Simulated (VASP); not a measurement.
# Relaxed cell of Bi2Te3 (Tellurobismuthite) with and without spin-orbit coupling

Aim: relax Bi2Te3 (Tellurobismuthite) with and without spin-orbit coupling. The starting structure is a measured crystal structure from the Crystallography Open Database. The first relaxation on each setting starts from this cell expanded by 3 % in volume.

Program: VASP 6.6.1. Level of theory: Kohn-Sham DFT with plane waves and PAW; PBEsol and PBEsol + spin-orbit coupling. Results are calculated unless marked as measured.

### Step 1. Set-up

It takes space group R-3m (No. 166, trigonal). Conventional cell: a = 4.386 Å, b = 4.386 Å, c = 30.497 Å, α = 90.00°, β = 90.00°, γ = 120.00°. Nearest to Bi lie 6 Te at 3.07 to 3.25 Å. Te has 3 Bi at 3.07 Å nearest. Nearest to Te lie 6 Bi at 3.25 Å. Farther neighbours and most contacts between anions are not listed.

### Step 2. Relaxation without spin-orbit coupling

This run starts from the cell of an earlier relaxation, which isn't shown; the restart sets up the plane waves anew.

INCAR reads:

```
SYSTEM = Bi2Te3
PREC = Accurate
ENCUT = 450
EDIFF = 1E-06
NELM = 100
ISMEAR = 0
SIGMA = 0.03
LREAL = .FALSE.
ALGO = Normal
GGA = PS
NBANDS = 30
LORBIT = 11
LWAVE = .FALSE.
LCHARG = .FALSE.
KPAR = 8
IBRION = 2
NSW = 50
ISIF = 3
EDIFFG = -0.006
LASPH = .TRUE.
```

POSCAR reads:

```
Bi2Te3
1.0
   -4.3807758247      0.0000000000      0.0000000000
    2.1903879124     -3.7938631525      0.0000000000
    2.1903879124      1.2646210508     10.0945238677
Bi Te
2 3
Direct
    0.2002084054      0.6001042027      0.8003126081
    0.7997915946      0.3998957973      0.1996873919
    0.5806394501      0.7903197250      0.3709591751
    0.4193605499      0.2096802750      0.6290408249
    0.0000000000      0.0000000000      0.0000000000
```

KPOINTS reads:

```
Automatic mesh
0
Gamma
6 6 6
0 0 0
```

The projector-augmented-wave data sets are Bi_d and Te (PBE family, release 64).

Launch:

```bash
mpirun -np 8 vasp_std
```

What it wrote:

```text
[banner, memory and clock lines left out]
running    8 mpi-ranks, on    1 nodes
 distrk:  each k-point on    1 cores,    8 groups
 distr:  one band on    1 cores,    1 groups

 POSCAR found type information on POSCAR BiTe
 POSCAR found :  2 types and       5 ions
|                                                                             |
|           W    W    AA    RRRRR   N    N  II  N    N   GGGG   !!!           |
|           W    W   A  A   R    R  NN   N  II  NN   N  G    G  !!!           |
|           W    W  A    A  R    R  N N  N  II  N N  N  G       !!!           |
|           W WW W  AAAAAA  RRRRR   N  N N  II  N  N N  G  GGG   !            |
|           WW  WW  A    A  R   R   N   NN  II  N   NN  G    G                |
|           W    W  A    A  R    R  N    N  II  N    N   GGGG   !!!           |
|                                                                             |
|     For optimal performance we recommend to set                             |
|       NCORE = 2 up to number-of-cores-per-socket                            |
|     NCORE specifies how many cores store one orbital (NPAR=cpu/NCORE).      |
|     This setting can greatly improve the performance of VASP for DFT.       |
|     The default, NCORE=1 might be grossly inefficient on modern             |
|     multi-core architectures or massively parallel machines. Do your        |
|     Unfortunately you need to use the default for GW and RPA                |
|     calculations (for HF NCORE is supported but not extensively tested      |
|     yet).                                                                   |
|                                                                             |

|                                                                             |
|               ----> ADVICE to this user running VASP <----                  |
|                                                                             |
|     You enforced a specific xc type in the INCAR file but a different       |
|     [... a line on the potential file left out ...]
|     I HOPE YOU KNOW WHAT YOU ARE DOING!                                     |
|                                                                             |

 LDA part: xc-table for (Slater+PW92), standard interpolation
 POSCAR, INCAR and KPOINTS ok, starting setup
 FFT: planning ... GRIDC
 FFT: planning ... GRID_SOFT
 FFT: planning ... GRID
 WAVECAR not read
 entering main loop
       N       E                     dE             d eps       ncg     rms          rms(c)
DAV:   1     0.413666255106E+03    0.41367E+03   -0.20219E+04  1920   0.140E+03
DAV:   2     0.223146415313E+02   -0.39135E+03   -0.37836E+03  2098   0.370E+02
DAV:   3    -0.188095290397E+02   -0.41124E+02   -0.39470E+02  2464   0.135E+02
DAV:   4    -0.204866470432E+02   -0.16771E+01   -0.16663E+01  2202   0.295E+01
DAV:   5    -0.205624239334E+02   -0.75777E-01   -0.75750E-01  2726   0.616E+00    0.800E+00
DAV:   6    -0.202982366324E+02    0.26419E+00   -0.41036E-01  2354   0.483E+00    0.595E+00
DAV:   7    -0.202987898203E+02   -0.55319E-03   -0.22365E-01  2342   0.221E+00    0.938E-01
DAV:   8    -0.202970049855E+02    0.17848E-02   -0.29961E-02  2130   0.107E+00    0.544E-01
DAV:   9    -0.202964321648E+02    0.57282E-03   -0.33965E-03  2206   0.398E-01    0.354E-01
DAV:  10    -0.202965405315E+02   -0.10837E-03   -0.91167E-04  2106   0.169E-01    0.759E-02
DAV:  11    -0.202965465811E+02   -0.60496E-05   -0.72521E-05  2314   0.587E-02    0.370E-02
DAV:  12    -0.202965493117E+02   -0.27306E-05   -0.23108E-05  2114   0.210E-02    0.249E-02
DAV:  13    -0.202965478290E+02    0.14827E-05   -0.37360E-06  1846   0.995E-03    0.627E-03
DAV:  14    -0.202965479713E+02   -0.14237E-06   -0.69861E-07  1122   0.487E-03
   1 F= -.20296548E+02 E0= -.20296548E+02  d E =-.202965E+02
 curvature:   0.00 expect dE= 0.000E+00 dE for cont linesearch  0.000E+00
 trial: gam= 0.00000 g(F)=  0.135E-05 g(S)=  0.220E-05 ort = 0.000E+00 (trialstep = 0.100E+01)
 search vector abs. value=  0.355E-05
 reached required accuracy - stopping structural energy minimisation
```

Run time: 16 s. Hardware: 8 MPI ranks of AMD EPYC 9R14 (Zen 4), shared host; peak memory 2.5 GiB; 1.9 min of CPU time.

Lines that name or quote the potential files are left out of all logs, and their timing lines are given in words.

From OUTCAR (step 2):

```text
ion  position               nearest neighbor table
   1  0.200  0.600  0.800-   4 3.06   4 3.06   4 3.06   5 3.23   5 3.23   5 3.23
   2  0.800  0.400  0.200-   3 3.06   3 3.06   3 3.06   5 3.23   5 3.23   5 3.23
   3  0.581  0.790  0.371-   2 3.06   2 3.06   2 3.06   4 3.63   4 3.63   4 3.63
   4  0.419  0.210  0.629-   1 3.06   1 3.06   1 3.06   3 3.63   3 3.63   3 3.63
   5  0.000  0.000  0.000-   2 3.23   1 3.23   2 3.23   1 3.23   1 3.23   2 3.23

  LATTYP: Found a trigonal (rhomboedric) cell.
 ALAT       =    10.4065593605
 COS(alpha) =     0.9113951015

 Subroutine GETGRP returns: Found 12 space group operations
 (whereof 12 operations were pure point group operations)

The static configuration has the point symmetry D_3d.

 Found     32 irreducible k-points:

   k-points           NKPTS =     32   k-points in BZ     NKDIM =     32   number of bands    NBANDS=     30

   dimension x,y,z NGX =    30 NGY =   30 NGZ =   72
   dimension x,y,z NGXF=    60 NGYF=   60 NGZF=  144

   ENCUT  =  450.0 eV  33.07 Ry    5.75 a.u.   7.58  7.58 18.00*2*pi/ulx,y,z

   NELECT =      48.0000    total number of electrons

 k-points in reciprocal lattice and weights: Automatic mesh
   0.00000000  0.00000000  0.00000000       0.005
   0.16666667  0.00000000  0.00000000       0.028
   0.33333333  0.00000000  0.00000000       0.028
   0.50000000  0.00000000  0.00000000       0.014
   0.00000000  0.16666667 -0.00000000       0.028
   0.16666667  0.16666667  0.00000000       0.056
   0.33333333  0.16666667  0.00000000       0.056
   0.00000000  0.33333333 -0.00000000       0.028
   0.16666667  0.33333333 -0.00000000       0.056
[...]
0.16666667  0.16666667  0.33333333       0.028
   0.00000000  0.00000000  0.50000000       0.005

 average (electrostatic) potential at core
       1-104.8551       2-104.8551       3 -87.9915       4 -87.9915       5 -87.8140

 E-fermi :   6.2796

 k-point     1 :       0.0000    0.0000    0.0000
  band No.  band energies     occupation
    ...
     20       4.4402      2.00000
     21       4.4402      2.00000
     22       5.2904      2.00000
     23       5.2904      2.00000
     24       6.1767      2.00000
     25       6.3825      0.00000
     26       6.7916      0.00000
     27       6.7916      0.00000
     28       8.0949      0.00000
     29       8.2951      0.00000
    ...

 k-point     2 :       0.1667    0.0000    0.0000
  band No.  band energies     occupation
    ...
     20       4.4836      2.00000
     21       4.6003      2.00000
     22       4.9934      2.00000
     23       5.1698      2.00000
     24       5.6907      2.00000
     25       7.2152      0.00000
     26       7.4616      0.00000
     27       7.4965      0.00000
     28       8.2902      0.00000
     29       8.4399      0.00000
    ...

 k-point     3 :       0.3333    0.0000    0.0000
  band No.  band energies     occupation
    ...
     20       3.9127      2.00000
     21       3.9771      2.00000
     22       4.5086      2.00000
     23       4.5575      2.00000
     24       4.7451      2.00000
     25       7.7229      0.00000
     26       8.1384      0.00000
     27       8.6451      0.00000
     28       8.7408      0.00000
     29       8.7767      0.00000
    ...

  Total        0.0077977      0.0077977     -0.0103085     -0.0000000      0.0000000     -0.0000000
  in kB        0.0744660      0.0744660     -0.0984436     -0.0000000      0.0000000     -0.0000000
  external PRESSURE =       0.0168295 kB  Pullay stress =       0.0000000 kB

  energy-cutoff  :      450.00
  volume of cell :      167.77
      direct lattice vectors                 reciprocal lattice vectors
    -4.380775825  0.000000000  0.000000000    -0.228270069 -0.131791786  0.066042408
     2.190387912 -3.793863153  0.000000000     0.000000000 -0.263583572  0.033021204
     2.190387912  1.264621051 10.094523868     0.000000000  0.000000000  0.099063612

 POSITION                                       TOTAL-FORCE (eV/Angst)
 -----------------------------------------------------------------------------------
      2.19039     -1.26462      8.07877        -0.000000      0.000000     -0.000019
     -2.19039     -1.26462      2.01575         0.000000     -0.000000      0.000019
     -0.00000     -2.52924      3.74466        -0.000000      0.000000     -0.003746
      0.00000     -0.00000      6.34987         0.000000     -0.000000      0.003746
      0.00000      0.00000      0.00000        -0.000000     -0.000000     -0.000000
 -----------------------------------------------------------------------------------
    total drift:                               -0.000000      0.000000     -0.000000

  FREE ENERGIE OF THE ION-ELECTRON SYSTEM (eV)
  ---------------------------------------------------
  free  energy   TOTEN  =       -20.2965479713 eV

  energy  without entropy=      -20.2965479701  energy(sigma->0) =      -20.29654797

 reached required accuracy - stopping structural energy minimisation

 total charge
# of ion       s       p       d       tot
------------------------------------------
    1        1.591   1.142   9.947  12.679
    2        1.591   1.142   9.947  12.679
    3        1.408   1.901   0.026   3.335
    4        1.408   1.901   0.026   3.335
    5        1.388   1.965   0.024   3.376
--------------------------------------------------
tot          7.385   8.051  19.970  35.405

[... 3 further parts left out ...]
```

CONTCAR:

```
Bi2Te3
   1.00000000000000
    -4.3807758246999997    0.0000000000000000    0.0000000000000000
     2.1903879123999999   -3.7938631525000002    0.0000000000000000
     2.1903879123999999    1.2646210508000000   10.0945238676999995
  Bi              Te
     2     3
Direct
     0.2002084053999980    0.6001042027000025    0.8003126081000005
     0.7997915946000020    0.3998957972999975    0.1996873918999995
     0.5806394501000014    0.7903197250000034    0.3709591750999977
     0.4193605498999986    0.2096802749999966    0.6290408249000023
     0.0000000000000000    0.0000000000000000    0.0000000000000000
```

The PAW data sets were made with PBE, which is usual practice but a small mismatch for other functionals. The run keeps the 12 symmetry operations of its start, so it cannot find a distortion of lower symmetry.

Without spin-orbit coupling the relaxed cell holds 33.554 Å³ an atom, with a = 4.381 Å and c = 30.284 Å.

### Step 3. Relaxation with spin-orbit coupling

Against step 2 the input has LNONCOLLINEAR = .TRUE., MAGMOM = 0 0 0 0 0 0 0 0 0 0 0 0 0 0 0, GGA_COMPAT = .FALSE. and LSORBIT = .TRUE. (also changed: NBANDS). This run starts from the cell of an earlier relaxation, which isn't shown; the restart sets up the plane waves anew.

Edit INCAR of step 2 so:

```diff
@@ -10,3 +10,8 @@
 GGA = PS
-NBANDS = 30
+LNONCOLLINEAR = .TRUE.
+MAGMOM = 0 0 0 0 0 0 0 0 0 0 0 0 0 0 0
+NBANDS = 60
+GGA_COMPAT = .FALSE.
+LASPH = .TRUE.
+LSORBIT = .TRUE.
 LORBIT = 11
@@ -19,2 +24 @@
 EDIFFG = -0.006
-LASPH = .TRUE.
```

POSCAR reads:

```
Bi2Te3
1.0
   -4.3961139150      0.0000000000      0.0000000000
    2.1980569576     -3.8071463284      0.0000000000
    2.1980569576      1.2690487761     10.0355169190
Bi Te
2 3
Direct
    0.1990038165      0.5995019082      0.7985057247
    0.8009961835      0.4004980918      0.2014942753
    0.5833038652      0.7916519326      0.3749557978
    0.4166961348      0.2083480674      0.6250442022
    0.0000000000      0.0000000000      0.0000000000
```

KPOINTS is that of step 2.

Launch:

```bash
mpirun -np 8 vasp_ncl
```

What it wrote:

```text
[banner, memory and clock lines left out]
running    8 mpi-ranks, on    1 nodes
[...]
[... a notice as in an earlier step ...]

 [... a notice as in an earlier step ...]

 LDA part: xc-table for (Slater+PW92), standard interpolation
 POSCAR, INCAR and KPOINTS ok, starting setup
[...]
entering main loop
       N       E                     dE             d eps       ncg     rms          rms(c)
DAV:   1     0.443659965163E+03    0.44366E+03   -0.19907E+04  3840   0.141E+03
DAV:   2     0.348119477871E+02   -0.40885E+03   -0.39303E+03  4080   0.380E+02
DAV:   3    -0.191090055942E+02   -0.53921E+02   -0.51972E+02  4728   0.160E+02
DAV:   4    -0.220023356831E+02   -0.28933E+01   -0.28471E+01  4504   0.387E+01
[...]
DAV:  12    -0.220011582072E+02   -0.38475E-05   -0.18948E-05  3908   0.212E-02    0.196E-02
DAV:  13    -0.220011618368E+02   -0.36297E-05   -0.49900E-06  4216   0.127E-02    0.987E-03
DAV:  14    -0.220011618689E+02   -0.32075E-07   -0.88223E-07  2804   0.710E-03
   1 F= -.22001162E+02 E0= -.22001162E+02  d E =-.220012E+02  mag=    -0.0000     0.0000     0.0000
[... from here on, the cycles between the ionic steps are left out ...]
   2 F= -.22001168E+02 E0= -.22001168E+02  d E =-.661107E-05  mag=     0.0000    -0.0000     0.0000
   3 F= -.22001102E+02 E0= -.22001102E+02  d E =0.598258E-04  mag=     0.0000    -0.0000    -0.0000
   4 F= -.22001157E+02 E0= -.22001157E+02  d E =0.494979E-05  mag=    -0.0000     0.0000    -0.0000
   5 F= -.22001168E+02 E0= -.22001168E+02  d E =-.645256E-05  mag=    -0.0000     0.0000    -0.0000
   6 F= -.22001169E+02 E0= -.22001169E+02  d E =-.741955E-05  mag=    -0.0000     0.0000     0.0000
   7 F= -.22001170E+02 E0= -.22001170E+02  d E =-.877574E-06  mag=    -0.0000    -0.0000    -0.0000
 trial-energy change:   -0.000001  1 .order   -0.000017   -0.000027   -0.000006
 step:   1.3284(harm=  1.3284)  dis= 0.00047  next Energy=   -22.001187 (dE=-0.176E-04)
 reached required accuracy - stopping structural energy minimisation
```

Elapsed: 4 min, on 8 MPI ranks; peak memory 5.8 GiB.

Parts of OUTCAR (step 3):

```text
  Total        0.0089279      0.0089279      0.0038806     -0.0000000     -0.0000000      0.0000000
  in kB        0.0851791      0.0851791      0.0370236     -0.0000000     -0.0000000      0.0000000
  external PRESSURE =       0.0691273 kB  Pullay stress =       0.0000000 kB

 POSITION                                       TOTAL-FORCE (eV/Angst)
 -----------------------------------------------------------------------------------
      2.19797     -1.26900      8.01247        -0.000000      0.000000     -0.002825
     -2.19797     -1.26900      2.02198         0.000000     -0.000000      0.002825
      0.00000     -2.53800      3.76293         0.000000     -0.000000      0.001141
      0.00000     -0.00000      6.27152        -0.000000      0.000000     -0.001141
     -0.00000      0.00000      0.00000         0.000000     -0.000000     -0.000000
 -----------------------------------------------------------------------------------
    total drift:                               -0.000000      0.000000     -0.000000

  FREE ENERGIE OF THE ION-ELECTRON SYSTEM (eV)
  ---------------------------------------------------
  free  energy   TOTEN  =       -22.0011701660 eV

  energy  without entropy=      -22.0011697406  energy(sigma->0) =      -22.00116995

 magnetization (x)
# of ion       s       p       d       tot
------------------------------------------
    1        0.000   0.000   0.000   0.000
    2        0.000   0.000   0.000   0.000
    3        0.000   0.000  -0.000   0.000
    4        0.000   0.000  -0.000   0.000
    5        0.000  -0.000   0.000  -0.000
--------------------------------------------------
tot          0.000   0.000  -0.000   0.000

 magnetization (y)
# of ion       s       p       d       tot
------------------------------------------
    1       -0.000  -0.000  -0.000  -0.000
    2       -0.000  -0.000   0.000  -0.000
    3        0.000   0.000   0.000   0.000
    4       -0.000   0.000   0.000  -0.000
    5        0.000  -0.000   0.000  -0.000
--------------------------------------------------
tot         -0.000  -0.000   0.000  -0.000

 magnetization (z)
# of ion       s       p       d       tot
------------------------------------------
    1        0.000   0.000   0.000   0.000
    2        0.000   0.000   0.000   0.000
    3        0.000   0.000   0.000   0.000
    4        0.000   0.000   0.000   0.000
    5       -0.000   0.000   0.000  -0.000
--------------------------------------------------
tot         -0.000   0.000   0.000  -0.000

[... 1 part as in an earlier step ...]

[... 3 further parts left out ...]
[key lines of the parts left out:]
E-fermi :   6.1088
```

The log as kept lacks single lines of electronic cycles.

With spin-orbit coupling the relaxed cell holds 33.586 Å³ an atom, with a = 4.396 Å and c = 30.103 Å.

### Step 4. Comparison

```csv
run,volume (Å³/atom),a (Å),c (Å),pressure left (GPa),core minutes
without spin-orbit coupling,33.554,4.3808,30.2836,0.002,17.1
with spin-orbit coupling,33.586,4.3959,30.1033,0.007,194.0
```

Core minutes are wall time times ranks, summed over the relaxations behind a row (those for a bulk modulus apart), on shared hosts.

### Step 5. What came out

- volume without spin-orbit coupling: 33.554 Å³/atom
- volume with spin-orbit coupling: 33.586 Å³/atom

In words: The run with spin-orbit coupling gives a volume +0.09 % from the one without (a +0.35 % and c -0.60 %). The relaxations stop with 0.002 and 0.007 GPa left; at a bulk modulus of 50 GPa, to name a scale, that difference alone shifts the volume by 0.01 %. The k mesh isn't tested here. GGA_COMPAT also differs between the two. Further runs on this material are not shown.

[Lines on the potential files, build, host, timing and source positions are cut from VASP's logs without a mark.]

[Logs are printed without paths, hosts, clocks, repeated set-up lines and the standing remarks that a program may print on its own settings, such as how far it seeks lower states.]

[Hosts, paths, dates, database ids (printed as entryN), source tags and the programs' standing remarks are cut or masked in the printed files.]
